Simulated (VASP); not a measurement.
Write the native input for VASP 6.6.1 that does the following.

- Task: relaxation of cell and atoms
- Functional: PBE
- Dispersion: TS
- Potentials or basis: VASP PAW PBE potentials, release 64 (Ba_sv, Si)
- Cutoff: 600 eV
- k mesh: 4 × 4 × 4
- Occupations: fermi-dirac, width 0.05 eV
- Spin: no spin polarisation
- Further INCAR settings: ALGO = Normal; EDIFF = 1e-06; IBRION = 2; EDIFFG = -0.02; NSW = 60; ISIF = 3

The structure of Ba4Si lies in POSCAR:

```
Ba4Si
1.0
   -3.9635100000      3.9635100000      3.9635100000
    3.9635100000     -3.9635100000      3.9635100000
    3.9635100000      3.9635100000     -3.9635100000
Ba Si
4 1
Direct
    0.5000000000      0.5000000000      0.5000000000
    0.5000000000      0.0000000000      0.0000000000
    0.0000000000      0.0000000000      0.5000000000
    0.0000000000      0.5000000000      0.0000000000
    0.0000000000      0.0000000000      0.0000000000
```

The cell was built by a generator and needn't be a form met in nature.

One way to write it, as run:

INCAR

```
SYSTEM = Ba4Si
PREC = Accurate ; ENCUT = 600
EDIFF = 1E-6 ; ISMEAR = -1
SIGMA = 0.05 ; LREAL = .FALSE.
LASPH = .TRUE. ; NELM = 100
ALGO = Normal ; ISIF = 3
LWAVE = .FALSE. ; LCHARG = .FALSE.
GGA = PE ; IVDW = 2
IBRION = 2 ; NSW = 60
EDIFFG = -0.02
```

KPOINTS

```
regular mesh
0
G
  4 4 4
  0 0 0
```

Potentials or basis: VASP PAW PBE potentials, release 64 (Ba_sv, Si).

The run is started by

```sh
$ cat potpaw_PBE.64/Ba_sv/POTCAR potpaw_PBE.64/Si/POTCAR > POTCAR
$ mpirun -np 1 vasp_std > vasp.out
```

It gave:

```
Relaxed volume                         : 37.53 Å³/atom
Relaxed cell                           : a = 6.247 Å, b = 6.247 Å, c = 6.247 Å, α = 109.47°, β = 109.47°, γ = 109.47°
Space group after relaxing (to 0.05 Å) : Im-3m (No. 229)
Energy gained by relaxing              : 252.1 meV/atom
Ionic steps                            : 5
Pressure after relaxing                : -0.1 GPa
Band gap on the k mesh                 : none (metal or under the smearing width)
Hirshfeld charges                      : Ba +0.07; Si -0.30 e
Dispersion energy per atom             : -1.453 eV
```

Caveat: atom-pairwise D2, TS and ULG terms overbind metals; the volume moved by over 15 % at a fixed basis, so the end points are rough; pairwise dispersion overbinds metals, which lowers pressure and volume.

Wall time 3.5 min on 1 thread of Intel(R) Xeon(R) Platinum 8488C (Sapphire Rapids), with other jobs on the host, peak memory 0.47 GiB.
